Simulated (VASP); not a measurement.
Output of a VASP run:

File OSZICAR:
```
       N       E                     dE             d eps       ncg     rms          rms(c)
DAV:   1     0.414627891402E+02    0.41463E+02   -0.89970E+03  1664   0.124E+03
DAV:   2    -0.686862457485E+01   -0.48331E+02   -0.47326E+02  1759   0.255E+02
DAV:   3    -0.903010164716E+01   -0.21615E+01   -0.20031E+01  2261   0.311E+01
DAV:   4    -0.907988250371E+01   -0.49781E-01   -0.49027E-01  1887   0.462E+00
DAV:   5    -0.908115364290E+01   -0.12711E-02   -0.12678E-02  2299   0.608E-01    0.244E+01
DAV:   6    -0.908488818680E+01   -0.37345E-02   -0.20790E-02  1964   0.124E+00    0.146E+01
DAV:   7    -0.909465312561E+01   -0.97649E-02   -0.38365E-02  1899   0.169E+00    0.227E-01
DAV:   8    -0.909435743784E+01    0.29569E-03   -0.21173E-03  1939   0.378E-01    0.637E-02
DAV:   9    -0.909436104845E+01   -0.36106E-05   -0.21368E-04  2024   0.116E-01    0.324E-02
DAV:  10    -0.909435466150E+01    0.63870E-05   -0.30475E-05  1899   0.415E-02    0.366E-02
DAV:  11    -0.909435569946E+01   -0.10380E-05   -0.39282E-06  1859   0.153E-02    0.111E-03
DAV:  12    -0.909435595677E+01   -0.25731E-06   -0.29268E-07  1022   0.485E-03
   1 F= -.98240110E+01 E0= -.98240388E+01  d E =-.982401E+01
```

**OUTCAR**
```
------------------------ aborting loop because EDIFF is reached ----------------------------------------
 Edisp (eV)   -0.72966
  FORCE on cell =-STRESS in cart. coord.  units (eV):
  Direction    XX          YY          ZZ          XY          YZ          ZX
  --------------------------------------------------------------------------------------
  Total      -0.01591    -0.01591    -0.01396     0.00000     0.00000    -0.00000
  in kB      -0.41551    -0.41551    -0.36440     0.00000     0.00000    -0.00000
  external pressure =       -0.40 kB  Pullay stress =        0.00 kB
  volume of cell :       61.36
      direct lattice vectors                 reciprocal lattice vectors
     1.785182557 -3.092026447  0.000000000     0.280083400 -0.161706249  0.000000000
     1.785182557  3.092026447  0.000000000     0.280083400  0.161706249  0.000000000
     0.000000000  0.000000000  5.558124218     0.000000000  0.000000000  0.179916814
 POSITION                                       TOTAL-FORCE (eV/Angst)
 -----------------------------------------------------------------------------------
      1.78518      1.03068      1.38953         0.000000     -0.000000      0.000000
      1.78518     -1.03068      4.16859        -0.000000      0.000000      0.000000
 -----------------------------------------------------------------------------------
    total drift:                                0.000003      0.000106     -0.000011
  FREE ENERGIE OF THE ION-ELECTRON SYSTEM (eV)
  ---------------------------------------------------
  free  energy   TOTEN  =        -9.8240110207 eV

  energy  without entropy=       -9.8240944666  energy(sigma->0) =       -9.82403884

 reached required accuracy - stopping structural energy minimisation
```
(Selected blocks of OUTCAR.)

File POSCAR:
```
Tb
1
    1.7851825568    -3.0920264468    -0.0000000000
    1.7851825568     3.0920264468    -0.0000000000
    0.0000000000     0.0000000000     5.5581242183
Tb
2
Direct
  0.3333330000   0.6666670000   0.2500000000
  0.6666670000   0.3333330000   0.7500000000
```

Task: Reconstruct the remaining input files.

Result: One answer among several that fit: the input of the run itself, PBE GGA with D3 dispersion (zero damping), plane waves, VASP's PBE PAW potentials (set 64).

**KPOINTS**
```
kpoints
0
gamma
11 11 6
0 0 0
```

**INCAR**
```
SYSTEM = Tb
PREC = Accurate
ENCUT = 520
EDIFF = 1E-6
NELM = 100
ALGO = Normal
LREAL = .FALSE.
LASPH = .TRUE.
ISMEAR = 1
SIGMA = 0.1
GGA = PE
IVDW = 11
LMAXMIX = 6
LWAVE = .FALSE.
LCHARG = .FALSE.
IBRION = 2
ISIF = 3
NSW = 60
EDIFFG = -0.01
```

POTCAR, in this order: Tb_3 (PBE.64 set). Program: vasp_std.

The 4f electrons are frozen in the core of the lanthanide potential, so 4f levels, which can set the real gap, and their magnetism are missing.

The compound is Tb in the hcp structure. It was relaxed first. The start is the result of an earlier pass.
